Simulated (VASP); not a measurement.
An input for Ansatz (written as the equivalent of a VASP run, and not itself run):

Ansatz 0.2 input:
```yaml
crystal:
  lattice:
    - [2.9545540, 0.0000000, 0.0000000]
    - [-1.4772770, 2.5587190, 0.0000000]
    - [0.0000000, 0.0000000, 4.7969960]
  atoms:
    - { symbol: Ta, position: [0.3353190, 0.6654380, 0.2499200] }
    - { symbol: Ta, position: [0.6646810, 0.3345620, 0.7500800] }
kpoints:
  mp_grid: { grid: [7, 7, 4] }
hamiltonian:
  xc: pbe
  pseudopotentials: { kind: paw }
magnetization: { noncollinear: true, spin_orbit: true }
scf:
  occupations: { method: fermi_dirac, width: 0.05 }
  max_iter: 100
output: { forces: true, stress: true, eigenvalues: true }
```

Q: Write the VASP files for the same calculation (PBE+SOC).

A: One answer among several that fit: 
File POSCAR:
```
Ta
1
    2.9545540000     0.0000000000     0.0000000000
   -1.4772770000     2.5587190000     0.0000000000
    0.0000000000     0.0000000000     4.7969960000
Ta
2
Direct
  0.3353190000   0.6654380000   0.2499200000
  0.6646810000   0.3345620000   0.7500800000
```

**KPOINTS**
```
Automatic mesh
0
Gamma
7 7 4
0 0 0
```

### INCAR
```
! general
SYSTEM        = Ta
PREC          = Accurate
ENCUT         = 300
LREAL         = .FALSE.   ! projection in real space or not
LASPH         = .TRUE.   ! aspherical one-centre terms

! electronic loop
EDIFF         = 1E-6   ! SCF stop (eV)
NELM          = 100   ! most electronic steps
ALGO          = Normal   ! blocked Davidson
LMAXMIX       = 6   ! l cut-off of mixed one-centre charges

! smearing
ISMEAR        = -1
SIGMA         = 0.05   ! width (eV)

! functional
GGA           = PE
GGA_COMPAT    = .FALSE.

! spin
MAGMOM        = 6*0.0
LSORBIT       = .TRUE.
LNONCOLLINEAR = .TRUE.

! ions
ISIF          = 2

! output
LWAVE         = .FALSE.
LCHARG        = .FALSE.
LORBIT        = 11   ! lm-projected
```

POTCAR, in this order: Ta_pv (PBE.64 set). Program: vasp_ncl.

Limits of the translation: each code has its own PAW files, so the cut-off isn't converted (ENCUT is set for VASP's; basis.ecutwfc is left out, and Ansatz then takes the one that its files recommend); Ansatz stops its SCF on the density residual and VASP on the energy change (EDIFF).

The structure was generated: Ta was put into an ordered model structure, which need not be its known phase. The cell was not relaxed at this level, atoms are displaced from their ideal sites. The k-mesh is coarse (spacing up to 0.35 per Å, 2π included), so the numbers may not be converged in it. The run is one of a series of settings (GGA_COMPAT = .FALSE., LNONCOLLINEAR = .TRUE., LSORBIT = .TRUE., MAGMOM = 0.0 0.0 0.0 0.0 0.0 0.0, program vasp_ncl against the base run), some of them coarse on purpose.
